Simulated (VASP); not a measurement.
# Cs2AgBiBr6: the band gap, functional by functional, part 3 of 3

Aim: the gap of Cs2AgBiBr6 on one structure at many levels of theory. The starting structure is a measured crystal structure from the Crystallography Open Database. Cell and atoms stay as given. Meshes and data sets differ where the inputs say so.

VASP 6.6.1.

Results so far: LDA 1.109 eV; PBE 1.265 eV; r2SCAN 1.646 eV; LDA+U (Ag d 5 eV) 1.493 eV; r2SCAN+U (Ag d 2.5 eV) 1.877 eV.

## 8. Bands with LDA + spin-orbit coupling

Level of this step: LDA, spin-orbit coupling; plane waves and PAW (Bi_d, Cs_sv, Ag, Br) (VASP).

Spin-orbit coupling is switched on in this step.

Input file INCAR:

```
SYSTEM = Cs2AgBiBr6
PREC = Accurate
ENCUT = 350
EDIFF = 1E-06
NELM = 100
ISMEAR = 0
SIGMA = 0.03
LREAL = .FALSE.
ALGO = Normal
GGA = CA
LNONCOLLINEAR = .TRUE.
MAGMOM = 0 0 0 0 0 0 0 0 0 0 0 0 0 0 0 0 0 0 0 0 0 0 0 0 0 0 0 0 0 0
NBANDS = 106
GGA_COMPAT = .FALSE.
LASPH = .TRUE.
LSORBIT = .TRUE.
LMAXMIX = 4
LORBIT = 11
LWAVE = .FALSE.
LCHARG = .FALSE.
KPAR = 8
```

Input file POSCAR:

```
Cs2AgBiBr6
1.0
    0.0000000000      5.6161000000      5.6161000000
    5.6161000000      0.0000000000      5.6161000000
    5.6161000000      5.6161000000      0.0000000000
Bi Cs Ag Br
1 2 1 6
Direct
    0.0000000000      0.0000000000      0.0000000000
    0.7500000000      0.7500000000      0.7500000000
    0.2500000000      0.2500000000      0.2500000000
    0.5000000000      0.5000000000      0.5000000000
    0.7494500000      0.7494500000      0.2505500000
    0.2505500000      0.2505500000      0.7494500000
    0.7494500000      0.2505500000      0.2505500000
    0.7494500000      0.2505500000      0.7494500000
    0.2505500000      0.7494500000      0.7494500000
    0.2505500000      0.7494500000      0.2505500000
```

Input file KPOINTS:

```
Automatic mesh
0
Gamma
4 4 4
0 0 0
```

Input file KPOINTS_OPT:

```
Line mode
8
Line-mode
Reciprocal
  0.00000000   0.00000000   0.00000000 GAMMA
  0.50000000   0.00000000   0.50000000 X

  0.50000000   0.00000000   0.50000000 X
  0.50000000   0.25000000   0.75000000 W

  0.50000000   0.25000000   0.75000000 W
  0.37500000   0.37500000   0.75000000 K

  0.37500000   0.37500000   0.75000000 K
  0.00000000   0.00000000   0.00000000 GAMMA

  0.00000000   0.00000000   0.00000000 GAMMA
  0.50000000   0.50000000   0.50000000 L

  0.50000000   0.50000000   0.50000000 L
  0.62500000   0.25000000   0.62500000 U

  0.62500000   0.25000000   0.62500000 U
  0.50000000   0.25000000   0.75000000 W

  0.50000000   0.25000000   0.75000000 W
  0.50000000   0.50000000   0.50000000 L

  0.50000000   0.50000000   0.50000000 L
  0.37500000   0.37500000   0.75000000 K

  0.62500000   0.25000000   0.62500000 U
  0.50000000   0.00000000   0.50000000 X
```

Potentials, in the order of the species: Bi_d, Cs_sv, Ag and Br (LDA family, release 64).

Started as:

```bash
$ mpirun -np 8 vasp_ncl
```

What it wrote:

```text
[... set-up lines as in an earlier step ...]
 entering main loop
       N       E                     dE             d eps       ncg     rms          rms(c)
DAV:   1     0.599682979404E+03    0.59968E+03   -0.30008E+04  1792   0.106E+03
DAV:   2     0.322637534997E+02   -0.56742E+03   -0.54978E+03  2064   0.261E+02
DAV:   3    -0.338227771645E+02   -0.66087E+02   -0.65556E+02  2048   0.112E+02
DAV:   4    -0.363281703259E+02   -0.25054E+01   -0.24968E+01  2040   0.268E+01
[...]
DAV:  11    -0.352591539496E+02   -0.46940E-04   -0.25538E-04  2136   0.630E-02    0.499E-02
DAV:  12    -0.352591759611E+02   -0.22011E-04   -0.57858E-05  2248   0.362E-02    0.133E-02
DAV:  13    -0.352591762327E+02   -0.27160E-06   -0.45938E-06  1824   0.116E-02
   1 F= -.35259176E+02 E0= -.35259176E+02  d E =-.877085E-25  mag=     0.0000    -0.0000    -0.0000
 Start KPOINTS_OPT (optional k-point list driver)
k-point batch [1-8\80]
       N       E                     dE             ncg
DAV:   1     0.320849911790E+03   -0.40707E+04     1800
DAV:   2    -0.422833171119E+04   -0.45492E+04     2078
DAV:   3    -0.475963020108E+04   -0.53130E+03     2024
DAV:   4    -0.477912863991E+04   -0.19498E+02     2048
DAV:   5    -0.477984243120E+04   -0.71379E+00     2408
DAV:   6    -0.477985890280E+04   -0.16472E-01     2320
DAV:   7    -0.477985927191E+04   -0.36911E-03     2432
DAV:   8    -0.477985927798E+04   -0.60615E-05     2304
DAV:   9    -0.477985927809E+04   -0.11841E-06     1384
[...]
k-point batch [73-80\80]
       N       E                     dE             ncg
DAV:   1     0.287289966518E+03   -0.97705E+04     1792
DAV:   2    -0.426722374462E+04   -0.45545E+04     2070
DAV:   3    -0.477610563333E+04   -0.50888E+03     2048
DAV:   4    -0.479376455783E+04   -0.17659E+02     2064
DAV:   5    -0.479444778158E+04   -0.68322E+00     2288
DAV:   6    -0.479446943317E+04   -0.21652E-01     2384
DAV:   7    -0.479446979530E+04   -0.36212E-03     2328
DAV:   8    -0.479446980145E+04   -0.61522E-05     2368
DAV:   9    -0.479446980155E+04   -0.99357E-07     1344
```

Wall time 11 min (8 MPI ranks of AMD EPYC 7R43, shared host); peak memory 6.9 GiB.

From OUTCAR (step 8):

```text
  Total       -3.2301041     -3.2301041     -3.2301041      0.0000000     -0.0000000      0.0000000
  in kB      -14.6080621    -14.6080621    -14.6080621      0.0000000     -0.0000000      0.0000000
  external PRESSURE =     -14.6080621 kB  Pullay stress =       0.0000000 kB

 POSITION                                       TOTAL-FORCE (eV/Angst)
 -----------------------------------------------------------------------------------
      0.00000      0.00000      0.00000         0.000000     -0.000000      0.000000
      8.42415      8.42415      8.42415         0.000000     -0.000000      0.000000
      2.80805      2.80805      2.80805         0.000000     -0.000000      0.000000
      5.61610      5.61610      5.61610        -0.000000     -0.000000      0.000000
      5.61610      5.61610      8.41797         0.000000     -0.000000     -0.399352
      5.61610      5.61610      2.81423         0.000000     -0.000000      0.399352
      2.81423      5.61610      5.61610         0.399352     -0.000000      0.000000
      5.61610      8.41797      5.61610         0.000000     -0.399352      0.000000
      8.41797      5.61610      5.61610        -0.399352     -0.000000      0.000000
      5.61610      2.81423      5.61610         0.000000      0.399352      0.000000
 -----------------------------------------------------------------------------------
    total drift:                               -0.000000     -0.000000     -0.000000

  FREE ENERGIE OF THE ION-ELECTRON SYSTEM (eV)
  ---------------------------------------------------
  free  energy   TOTEN  =       -35.2591762327 eV

  energy  without entropy=      -35.2591762327  energy(sigma->0) =      -35.25917623

 magnetization (x)
# of ion       s       p       d       tot
------------------------------------------
    1        0.000   0.000   0.000   0.000
    2        0.000   0.000   0.000   0.000
    3        0.000  -0.000   0.000  -0.000
    4        0.000  -0.000   0.000   0.000
    5       -0.000   0.000  -0.000   0.000
    6       -0.000   0.000  -0.000   0.000
    7        0.000   0.000   0.000   0.000
    8        0.000   0.000  -0.000  -0.000
    9        0.000   0.000   0.000   0.000
   10        0.000   0.000   0.000   0.000
--------------------------------------------------
tot         -0.000   0.000  -0.000   0.000

 magnetization (y)
# of ion       s       p       d       tot
------------------------------------------
    1        0.000   0.000   0.000   0.000
    2        0.000   0.000   0.000   0.000
    3        0.000  -0.000   0.000  -0.000
    4       -0.000  -0.000  -0.000  -0.000
    5        0.000   0.000   0.000   0.000
    6        0.000   0.000   0.000   0.000
    7       -0.000   0.000  -0.000   0.000
    8        0.000   0.000   0.000   0.000
    9       -0.000   0.000  -0.000   0.000
   10        0.000   0.000   0.000   0.000
--------------------------------------------------
tot         -0.000   0.000  -0.000   0.000

 magnetization (z)
# of ion       s       p       d       tot
------------------------------------------
    1       -0.000   0.000   0.000  -0.000
    2        0.000   0.000   0.000   0.000
    3        0.000   0.000   0.000   0.000
    4        0.000  -0.000   0.000   0.000
    5        0.000   0.000   0.000   0.000
    6        0.000   0.000   0.000   0.000
    7       -0.000   0.000   0.000  -0.000
    8       -0.000   0.000  -0.000  -0.000
    9       -0.000   0.000   0.000  -0.000
   10       -0.000   0.000  -0.000  -0.000
--------------------------------------------------
tot         -0.000   0.000  -0.000  -0.000

[... 1 part as in an earlier step ...]

[... 2 further parts left out ...]
[key lines of the parts left out:]
E-fermi :   1.5162
```

LDA + spin-orbit coupling gives a least gap of 0.963 eV, and a least direct gap of 1.814 eV. The least gap is -0.146 eV from that of LDA.

## 9. Bands with r2SCAN + spin-orbit coupling

INCAR, as its differences from that of step 8:

```diff
@@ -9,3 +9,4 @@
 ALGO = Normal
-GGA = CA
+METAGGA = R2SCAN
+LASPH = .TRUE.
 LNONCOLLINEAR = .TRUE.
@@ -14,3 +15,2 @@
 GGA_COMPAT = .FALSE.
-LASPH = .TRUE.
 LSORBIT = .TRUE.
```

POSCAR is that of step 8.

KPOINTS is that of step 8.

KPOINTS_OPT is that of step 8.

PAW data sets: Bi_d, Cs_sv, Ag and Br (PBE family, release 64).

Started as:

```bash
$ mpirun -np 8 vasp_ncl
```

What it wrote:

```text
[... set-up lines as in an earlier step ...]
 entering main loop
       N       E                     dE             d eps       ncg     rms          rms(c)
DAV:   1     0.411472197840E+03    0.41147E+03   -0.30610E+04  1792   0.108E+03
DAV:   2    -0.172232876260E+03   -0.58371E+03   -0.56497E+03  2048   0.268E+02
DAV:   3    -0.241110499609E+03   -0.68878E+02   -0.68315E+02  2048   0.116E+02
DAV:   4    -0.243697796011E+03   -0.25873E+01   -0.25774E+01  2040   0.274E+01
[...]
DAV:  13    -0.223485259303E+03   -0.26589E-04   -0.53794E-05  2136   0.391E-02    0.172E-02
DAV:  14    -0.223485266426E+03   -0.71231E-05   -0.14801E-05  1988   0.290E-02    0.755E-03
DAV:  15    -0.223485266550E+03   -0.12386E-06   -0.34821E-06  1640   0.119E-02
   1 F= -.22348527E+03 E0= -.22348527E+03  d E =-.402770E-16  mag=    -0.0000     0.0000     0.0000
 Start KPOINTS_OPT (optional k-point list driver)
k-point batch [1-8\80]
       N       E                     dE             ncg
DAV:   1     0.309273504776E+03   -0.40822E+04     1808
DAV:   2    -0.450358633179E+04   -0.48129E+04     2070
DAV:   3    -0.505088131532E+04   -0.54729E+03     2024
DAV:   4    -0.506904460275E+04   -0.18163E+02     2048
DAV:   5    -0.506971960599E+04   -0.67500E+00     2432
DAV:   6    -0.506973336621E+04   -0.13760E-01     2328
DAV:   7    -0.506973361272E+04   -0.24651E-03     2424
DAV:   8    -0.506973361791E+04   -0.51938E-05     2288
DAV:   9    -0.506973361801E+04   -0.98174E-07     1368
[...]
k-point batch [33-40\80]
       N       E                     dE             ncg
DAV:   1     0.272903346336E+03   -0.31935E+04     1808
DAV:   2    -0.450768773823E+04   -0.47806E+04     2072
DAV:   3    -0.504849981251E+04   -0.54081E+03     1992
```

It took 31 min on 8 MPI ranks.

The run was stopped at its time limit.

## 10. Bands with TB-mBJ + spin-orbit coupling

INCAR, as its differences from that of step 9:

```diff
@@ -4,3 +4,3 @@
 EDIFF = 1E-06
-NELM = 100
+NELM = 150
 ISMEAR = 0
@@ -9,3 +9,3 @@
 ALGO = Normal
-METAGGA = R2SCAN
+METAGGA = MBJ
 LASPH = .TRUE.
```

POSCAR is that of step 9.

KPOINTS is that of step 9.

KPOINTS_OPT is that of step 9.

Started as:

```bash
$ mpirun -np 8 vasp_ncl
```

What it wrote:

```text
[... set-up lines as in an earlier step ...]
 entering main loop
       N       E                     dE             d eps       ncg     rms          rms(c)
DAV:   1     0.363224366454E+04    0.36322E+04   -0.30086E+04  1792   0.106E+03
DAV:   2     0.305770019240E+04   -0.57454E+03   -0.55696E+03  2088   0.262E+02
DAV:   3     0.299146571641E+04   -0.66234E+02   -0.65655E+02  2040   0.112E+02
DAV:   4     0.298911241804E+04   -0.23533E+01   -0.23452E+01  2112   0.260E+01
[...]
DAV:  78     0.299353182114E+04    0.15725E+02   -0.16483E+02  1814   0.397E+01    0.249E+02
DAV:  79     0.298819223157E+04   -0.53396E+01   -0.10706E+02  1734   0.382E+01    0.256E+02
DAV:  80     0.300332725063E+04    0.15135E+02   -0.15998E+02  1818   0.679E+01    0.100E+02
 hard stop encountered!  aborting job ...
 [... a notice as in an earlier step ...]

 soft stop encountered!  aborting job ...
   1 F= 0.30033273E+04 E0= 0.30033273E+04  d E =-.273735E-12  mag=     0.0000    -0.0000     0.0000
 Start KPOINTS_OPT (optional k-point list driver)
k-point batch [1-8\80]
       N       E                     dE             ncg
DAV:   1     0.580044165512E+03   -0.38115E+04     1808
DAV:   2    -0.418432508293E+04   -0.47644E+04     2108
```

It took 31 min on 8 MPI ranks.

The run was stopped at its time limit; its electronic loop was diverging by then, so more time would not have helped.

## 11. All runs side by side

```csv
level,ended,gap (eV),least direct gap (eV),mesh,core minutes
LDA,converged,1.109,2.208,4×4×4,24.0
PBE,converged,1.265,2.344,4×4×4,25.3
r2SCAN,converged,1.646,2.727,4×4×4,80.4
TB-mBJ,"not converged, then cut off",-,-,4×4×4,166.0
LDA+U (Ag d 5 eV),converged,1.493,2.455,4×4×4,23.5
r2SCAN+U (Ag d 2.5 eV),converged,1.877,2.907,4×4×4,81.0
LDA + spin-orbit coupling,converged,0.963,1.814,4×4×4,84.8
r2SCAN + spin-orbit coupling,cut off by time,-,-,4×4×4,248.0
TB-mBJ + spin-orbit coupling,cut off by time,-,-,4×4×4,248.0
```

Core minutes are wall time times ranks of the run shown, on a shared host.

## 12. What came out

| Item | Value |
| --- | --- |
| gap, LDA | 1.109 eV |
| gap, PBE | 1.265 eV |
| gap, r2SCAN | 1.646 eV |
| gap, LDA+U (Ag d 5 eV) | 1.493 eV |
| gap, r2SCAN+U (Ag d 2.5 eV) | 1.877 eV |
| gap, LDA + spin-orbit coupling | 0.963 eV |

What this shows: Without spin-orbit coupling the gap of Cs2AgBiBr6 runs from 1.109 eV (LDA) to 1.877 eV (r2SCAN+U (Ag d 2.5 eV)). Spin-orbit coupling changes the LDA gap by -0.146 eV. With LDA the atoms feel forces of up to 0.3 eV/Å on this structure, so their positions aren't those of that level, which can move the gap. These are gaps between Kohn-Sham or generalised Kohn-Sham levels of a static lattice, without excitons or temperature. No result to use came from TB-mBJ, r2SCAN + spin-orbit coupling and TB-mBJ + spin-orbit coupling. Further runs on this material are not shown.

[Lines on the potential files, build, host, timing and source positions are cut from VASP's logs without a mark.]

[Logs are printed without paths, hosts, clocks, repeated set-up lines and the standing remarks that a program may print on its own settings, such as how far it seeks lower states.]

[Hosts, paths, dates, database ids (printed as entryN), source tags and the programs' standing remarks are cut or masked in the printed files.]
